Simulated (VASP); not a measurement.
Consider the following.

```
CELL_PARAMETERS angstrom
     -1.55537     1.55537     1.55537
      1.55537    -1.55537     1.55537
      1.55537     1.55537    -1.55537
ATOMIC_POSITIONS crystal
  Mo 0.00000 0.00000 0.00000
```

All values below come from revPBE GGA, VASP's PBE PAW potentials (set 64) (plane waves; VASP). Numerical set-up: 520 eV cut-off, 16×16×16 Γ-centred mesh, first-order Methfessel-Paxton smearing of 0.10 eV, potentials Mo_sv.

Question: Give the stress tensor in GPa (positive for a compressed cell).

Answer: 
```
16.82   0.00   0.00
 0.00  16.82   0.00
 0.00   0.00  16.82
```
The pressure is its mean diagonal, 16.82 GPa.

The compound is Mo in the bcc structure. This cell is one point of a volume scan, at 0.94 of the reference volume.
